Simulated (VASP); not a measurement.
Input:

```
Ni
1.0
    0.00000     1.72881     1.72881
    1.72881     0.00000     1.72881
    1.72881     1.72881     0.00000
Ni
1
Direct
  0.00000   0.00000   0.00000
```
Starting moments (μB, in the order of the record's atoms Ni): 0.6.

These are PBEsol GGA, VASP's PBE PAW potentials (set 64) (plane waves; VASP) values and carry that method's errors. Run with 400 eV cut-off, Gaussian smearing of 0.050 eV, potentials Ni.

Task: What does the run give for the cell moment, band gap (along the path) with the smallest direct gap where there is one?

Result: 
The band gap (along the path) is none (metal, semimetal or under 0.01 eV) and the cell moment is 0.60 μB.

The compound is Ni in the fcc structure. It was relaxed first, which changed the volume by -5 %.
